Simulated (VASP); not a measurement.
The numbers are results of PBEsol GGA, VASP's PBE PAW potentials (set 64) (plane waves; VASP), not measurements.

VASP input:

POSCAR:
```
In2Se3
1
    3.9754100000     0.0000000000     0.0000000000
    1.9860980000     3.4440330000     0.0000000000
    0.0164410000     0.0283380000     9.8640760000
In Se
2 3
Direct
  0.3331500000   0.3341700000   0.8103700000
  0.6668500000   0.6658300000   0.1896300000
  0.0000000000   0.0000000000   0.0000000000
  0.3334400000   0.3311800000   0.3236500000
  0.6665600000   0.6688200000   0.6763500000
```

### KPOINTS
```
Automatic mesh
0
gamma
  4 4 2
```

### INCAR
```
# general
SYSTEM  = In2Se3
PREC    = Accurate
ENCUT   = 300   # plane-wave cut-off (eV)
LREAL   = .FALSE.
LASPH   = .TRUE.

# electronic loop
EDIFF   = 1E-6   # SCF stop (eV)
NELM    = 100
ALGO    = Normal   # blocked Davidson
LMAXMIX = 4

# smearing
ISMEAR  = -1
SIGMA   = 0.1

# functional
GGA     = PS   # PBEsol

# ions
ISIF    = 2

# output
LWAVE   = .FALSE.
LCHARG  = .FALSE.
```

POTCAR, in this order: In_d Se (PBE.64 set). Program: vasp_std.

Output of the run:

File OSZICAR:
```
       N       E                     dE             d eps       ncg     rms          rms(c)
DAV:   1     0.315574039662E+03    0.31557E+03   -0.15018E+04  1040   0.126E+03
DAV:   2     0.151605190070E+02   -0.30041E+03   -0.29532E+03  1120   0.343E+02
DAV:   3    -0.191007127926E+02   -0.34261E+02   -0.33370E+02  1356   0.131E+02
DAV:   4    -0.204152075115E+02   -0.13145E+01   -0.13096E+01  1230   0.258E+01
DAV:   5    -0.204586938617E+02   -0.43486E-01   -0.43478E-01  1594   0.451E+00    0.712E+00
DAV:   6    -0.197768506862E+02    0.68184E+00   -0.15196E+00  1376   0.232E+01    0.420E+00
DAV:   7    -0.197382446191E+02    0.38606E-01   -0.58828E-01  1540   0.626E+00    0.119E+00
DAV:   8    -0.197317656019E+02    0.64790E-02   -0.69031E-02  1560   0.325E+00    0.648E-01
DAV:   9    -0.197317566202E+02    0.89817E-05   -0.50723E-03  1382   0.656E-01    0.128E-01
DAV:  10    -0.197318378047E+02   -0.81184E-04   -0.44420E-04  1584   0.181E-01    0.719E-02
DAV:  11    -0.197318887862E+02   -0.50982E-04   -0.19884E-04  1550   0.142E-01    0.217E-02
DAV:  12    -0.197318833735E+02    0.54127E-05   -0.23761E-05  1414   0.616E-02    0.856E-03
DAV:  13    -0.197318875453E+02   -0.41718E-05   -0.75532E-06   958   0.139E-02    0.361E-03
DAV:  14    -0.197318882070E+02   -0.66172E-06   -0.58316E-07   768   0.546E-03
   1 F= -.19731888E+02 E0= -.19705023E+02  d E =-.537307E-01
```

### OUTCAR
```
------------------------ aborting loop because EDIFF is reached ----------------------------------------
  FORCE on cell =-STRESS in cart. coord.  units (eV):
  Direction    XX          YY          ZZ          XY          YZ          ZX
  --------------------------------------------------------------------------------------
  Total       -0.5328624     -0.5330738     -0.9403880      0.0035994     -0.0034086     -0.0022217
  in kB       -6.3214987     -6.3240063    -11.1560908      0.0427011     -0.0404374     -0.0263568
  external PRESSURE =      -7.9338653 kB  Pullay stress =       0.0000000 kB
  volume of cell :      135.05
      direct lattice vectors                 reciprocal lattice vectors
     3.975410000  0.000000000  0.000000000     0.251546381 -0.145061260 -0.000002527
     1.986098000  3.444033000  0.000000000     0.000000000  0.290357264 -0.000834153
     0.016441000  0.028338000  9.864076000     0.000000000  0.000000000  0.101377970
 POSITION                                       TOTAL-FORCE (eV/Angst)
 -----------------------------------------------------------------------------------
      2.00143      1.17386      7.99355         0.002719      0.003428      0.197230
      3.97652      2.29851      1.87052        -0.002719     -0.003428     -0.197230
      0.00000      0.00000      0.00000         0.000000     -0.000000      0.000000
      1.98864      1.14977      3.19251         0.001512      0.002006      0.085764
      3.98931      2.32260      6.67157        -0.001512     -0.002006     -0.085764
 -----------------------------------------------------------------------------------
    total drift:                                0.000000      0.000000      0.000000
  FREE ENERGIE OF THE ION-ELECTRON SYSTEM (eV)
  ---------------------------------------------------
  free  energy   TOTEN  =       -19.7318882070 eV

  energy  without entropy=      -19.6781575400  energy(sigma->0) =      -19.70502287
```
(Selected blocks of OUTCAR.)

### OUTCAR
```
 val. band max:        3.2920978041   @ k =   0.2500   0.0000   0.5000

 cond. band min:       3.5449694908   @ k =   0.0000   0.5000   0.0000


 Fermi energy:         3.5379206550

 k-point     1 :       0.0000    0.0000    0.0000
  band No.  band energies     occupation
      1     -10.4893      2.00000
      2     -10.4893      2.00000
      3     -10.4774      2.00000
      4     -10.4772      2.00000
      5     -10.4757      2.00000
      6     -10.4750      2.00000
      7     -10.3837      2.00000
      8     -10.3837      2.00000
      9     -10.3734      2.00000
     10     -10.3733      2.00000
     11      -9.6642      2.00000
     12      -9.0636      2.00000
     13      -8.5878      2.00000
     14      -1.7443      2.00000
     15      -0.1157      2.00000
     16       2.8959      1.99675
     17       2.9014      1.99657
     18       3.0282      1.98785
     19       3.0360      1.98687
     20       3.2375      1.90555
     21       3.2392      1.90397
     22       3.2417      1.90165
     23       4.3149      0.00084
     24       6.2287      0.00000
     25       6.5073      0.00000
     26       8.4353      0.00000

 k-point     2 :       0.2500    0.0000    0.0000
  band No.  band energies     occupation
      1     -10.7240      2.00000
      2     -10.6674      2.00000
      3     -10.4725      2.00000
      4     -10.4593      2.00000
      5     -10.4293      2.00000
      6     -10.4168      2.00000
      7     -10.3937      2.00000
      8     -10.3807      2.00000
      9     -10.3619      2.00000
     10     -10.3543      2.00000
     11      -9.2051      2.00000
     12      -8.5390      2.00000
     13      -8.0928      2.00000
     14      -1.6288      2.00000
     15      -0.8202      2.00000
     16       0.5682      2.00000
     17       1.3221      2.00000
     18       1.8440      2.00000
     19       1.8843      2.00000
     20       2.5531      1.99989
     21       3.1871      1.94187
     22       3.2155      1.92346
...
```

At this cut-off the stress carries a Pulay error, which pulls relaxed volumes low. Unless said otherwise, spin-orbit coupling is left out, though it shifts the bands of the heavy elements here.

The structure comes from a computed database's In2Se3 entry; how it stands against other phases isn't given here. The cell was not relaxed at this level, atoms are displaced from their ideal sites. The k-mesh is coarse (spacing up to 0.46 per Å, 2π included), so the numbers may not be converged in it.
